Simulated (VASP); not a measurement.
Given:

```
BP
1.0
    0.00000     2.26607     2.26607
    2.26607     0.00000     2.26607
    2.26607     2.26607     0.00000
B P
1 1
Direct
  0.00000   0.00000   0.00000
  0.25000   0.25000   0.25000
```

These are G0W0 on PBE orbitals, VASP's PBE PAW potentials (set 64) (plane waves; VASP) values and carry that method's errors. Numerical set-up: PREC = Normal, 500 eV cut-off, 6×6×6 Γ-centred mesh, Gaussian smearing of 0.010 eV, potentials B_GW P_GW.

The mesh is coarse and the basis finite, so the quasiparticle values are not converged.

NBANDS = 96, ENCUTGW = 170 eV, NOMEGA = 64. The PBE levels (eV) that the step starts from are:

```tsv
state	KS energy	filling
k1 (0.00, 0.00, 0.00), band 1	-8.32	2
k1 (0.00, 0.00, 0.00), band 2	7.18	2
k1 (0.00, 0.00, 0.00), band 3	7.18	2
k1 (0.00, 0.00, 0.00), band 4	7.18	2
k1 (0.00, 0.00, 0.00), band 5	10.59	0
k1 (0.00, 0.00, 0.00), band 6	10.59	0
k1 (0.00, 0.00, 0.00), band 7	10.59	0
k1 (0.00, 0.00, 0.00), band 8	14.62	0
k2 (0.17, 0.00, 0.00), band 1	-7.82	2
k2 (0.17, 0.00, 0.00), band 2	4.34	2
k2 (0.17, 0.00, 0.00), band 3	6.52	2
k2 (0.17, 0.00, 0.00), band 4	6.52	2
k2 (0.17, 0.00, 0.00), band 5	11.21	0
k2 (0.17, 0.00, 0.00), band 6	11.50	0
k2 (0.17, 0.00, 0.00), band 7	11.50	0
k2 (0.17, 0.00, 0.00), band 8	15.90	0
k5 (0.17, 0.17, 0.00), band 1	-7.65	2
k5 (0.17, 0.17, 0.00), band 2	5.25	2
k5 (0.17, 0.17, 0.00), band 3	5.44	2
k5 (0.17, 0.17, 0.00), band 4	5.44	2
k5 (0.17, 0.17, 0.00), band 5	9.62	0
k5 (0.17, 0.17, 0.00), band 6	13.05	0
k5 (0.17, 0.17, 0.00), band 7	13.05	0
k5 (0.17, 0.17, 0.00), band 8	14.09	0
```

Problem. Give the quasiparticle energies and renormalisation factors Z.

Solution. 
```
state                          QP energy (eV)     Z
-----------------------------  --------------  ----
k1 (0.00, 0.00, 0.00), band 1           -9.07  0.69
k1 (0.00, 0.00, 0.00), band 2            6.66  0.79
k1 (0.00, 0.00, 0.00), band 3            6.66  0.79
k1 (0.00, 0.00, 0.00), band 4            6.66  0.79
k1 (0.00, 0.00, 0.00), band 5           10.97  0.78
k1 (0.00, 0.00, 0.00), band 6           10.97  0.78
k1 (0.00, 0.00, 0.00), band 7           10.97  0.78
k1 (0.00, 0.00, 0.00), band 8           14.98  0.75
k2 (0.17, 0.00, 0.00), band 1           -8.58  0.70
k2 (0.17, 0.00, 0.00), band 2            3.69  0.77
k2 (0.17, 0.00, 0.00), band 3            5.97  0.78
k2 (0.17, 0.00, 0.00), band 4            5.97  0.78
k2 (0.17, 0.00, 0.00), band 5           11.55  0.78
k2 (0.17, 0.00, 0.00), band 6           11.90  0.78
k2 (0.17, 0.00, 0.00), band 7           11.90  0.78
k2 (0.17, 0.00, 0.00), band 8           16.26  0.74
k5 (0.17, 0.17, 0.00), band 1           -8.41  0.71
k5 (0.17, 0.17, 0.00), band 2            4.61  0.77
k5 (0.17, 0.17, 0.00), band 3            4.86  0.78
k5 (0.17, 0.17, 0.00), band 4            4.86  0.78
k5 (0.17, 0.17, 0.00), band 5            9.92  0.79
k5 (0.17, 0.17, 0.00), band 6           13.49  0.77
k5 (0.17, 0.17, 0.00), band 7           13.49  0.77
k5 (0.17, 0.17, 0.00), band 8           14.39  0.77
```
On the mesh the gap opens from 1.33 to 1.99 eV.

The structure comes from a computed database's BP entry (F-43m); how it stands against other phases isn't given here. The cell was not relaxed at this level.
